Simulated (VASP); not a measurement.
Output of a VASP run:

### OSZICAR
```
       N       E                     dE             d eps       ncg     rms          rms(c)
DAV:   1    -0.533710767095E+00   -0.53371E+00   -0.13051E+03   912   0.449E+02
DAV:   2    -0.344554054869E+01   -0.29118E+01   -0.28018E+01  1158   0.285E+01
DAV:   3    -0.346911513690E+01   -0.23575E-01   -0.23211E-01  1356   0.342E+00
DAV:   4    -0.346918789149E+01   -0.72755E-04   -0.72754E-04  1248   0.154E-01
DAV:   5    -0.346918833134E+01   -0.43985E-06   -0.43979E-06  1272   0.741E-03    0.967E-01
DAV:   6    -0.345865905188E+01    0.10529E-01   -0.53682E-04  1158   0.223E-01    0.615E-01
DAV:   7    -0.344911091402E+01    0.95481E-02   -0.22646E-03  1002   0.405E-01    0.314E-02
DAV:   8    -0.344911542588E+01   -0.45119E-05   -0.13672E-05  1434   0.329E-02    0.635E-03
DAV:   9    -0.344911504524E+01    0.38064E-06   -0.94556E-07   990   0.618E-03
   1 F= -.34491150E+01 E0= -.34492614E+01  d E =-.344912E+01
```

**OUTCAR**
```
------------------------ aborting loop because EDIFF is reached ----------------------------------------
  FORCE on cell =-STRESS in cart. coord.  units (eV):
  Direction    XX          YY          ZZ          XY          YZ          ZX
  --------------------------------------------------------------------------------------
  Total        0.0136248      0.0136248      0.0008684      0.0000000      0.0000000      0.0000000
  in kB        0.4862279      0.4862281      0.0309922      0.0000000      0.0000000      0.0000000
  external PRESSURE =       0.3344827 kB  Pullay stress =       0.0000000 kB
  volume of cell :       44.90
      direct lattice vectors                 reciprocal lattice vectors
     3.190917451  0.000000000  0.000000000     0.313389492  0.180935479  0.000000000
    -1.595458725  2.763416020  0.000000000     0.000000000  0.361870957  0.000000000
     0.000000000  0.000000000  5.091432667     0.000000000  0.000000000  0.196408372
 POSITION                                       TOTAL-FORCE (eV/Angst)
 -----------------------------------------------------------------------------------
      1.59546      0.92114      3.81857         0.000000      0.000000      0.000000
     -0.00000      1.84228      1.27286        -0.000000      0.000000      0.000000
 -----------------------------------------------------------------------------------
    total drift:                                0.000005     -0.000003      0.000001
  FREE ENERGIE OF THE ION-ELECTRON SYSTEM (eV)
  ---------------------------------------------------
  free  energy   TOTEN  =        -3.4491150452 eV

  energy  without entropy=       -3.4495542010  energy(sigma->0) =       -3.44926143

 reached required accuracy - stopping structural energy minimisation
```
(Selected blocks of OUTCAR.)

POSCAR:
```
Mg
1
    3.1909174511    -0.0000000000     0.0000000000
   -1.5954587255     2.7634160197    -0.0000000000
    0.0000000000    -0.0000000000     5.0914326668
Mg
2
Direct
  0.6666670000   0.3333330000   0.7500000000
  0.3333330000   0.6666670000   0.2500000000
```

Problem. Reconstruct the remaining input files.

Solution. This is not unique; one that fits is the input of the run itself, PBEsol GGA, plane waves, VASP's PBE PAW potentials (set 64).

File KPOINTS:
```
Automatic mesh
0
Gamma
12 12 7
0 0 0
```

INCAR:
```
ALGO  =  Normal
EDIFF  =  1E-6
EDIFFG  =  -0.01
ENCUT  =  480
GGA  =  PS
IBRION  =  2
ISIF  =  3
ISMEAR  =  1
LASPH  =  T
LCHARG  =  F
LREAL  =  F
LWAVE  =  F
NELM  =  100
NSW  =  60
PREC  =  Accurate
SIGMA  =  0.1
SYSTEM  =  Mg
```

POTCAR, in this order: Mg (PBE.64 set). Program: vasp_std.

The compound is Mg in the hcp structure. It was relaxed first. The start is the result of an earlier pass.
